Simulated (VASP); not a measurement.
A convergence study with VASP on GaAs (zinc blende): a few settings are varied, all else stays as given below, so the limit is that of these other settings.

```xyz
2
Lattice="0.0000 2.8250 2.8250 2.8250 0.0000 2.8250 2.8250 2.8250 0.0000" Properties=species:S:1:pos:R:3 pbc="T T T"
Ga     0.0000     0.0000     0.0000
As     1.4125     1.4125     1.4125
```

Level of theory: HSE06 screened hybrid, VASP's PBE PAW potentials (set 64) (plane waves; VASP 6.6.1). The last row used: 300 eV cut-off, 4×4×4 Γ-centred mesh, Gaussian smearing of 0.050 eV, potentials Ga_d As.

```
setting                           E (eV/atom)  pressure (GPa)  electronic steps
--------------------------------  -----------  --------------  ----------------
ENCUT = 300, PRECFOCK = Fast          -4.8682            1.32                20
ENCUT = 520, PRECFOCK = Fast          -4.8702            1.40                20
ENCUT = 300, PRECFOCK = Normal        -4.8684            1.33                20
ENCUT = 400, PRECFOCK = Normal        -4.8689            1.17                20
ENCUT = 520, PRECFOCK = Normal        -4.8702            1.40                20
ENCUT = 300, PRECFOCK = Accurate      -4.8684            1.33                20
```

Left out are rungs that failed or repeat a setting and relaxations that didn't move; long series are thinned to 24 rows.

The compound is GaAs in the zinc blende structure. The cell was not relaxed at this level.
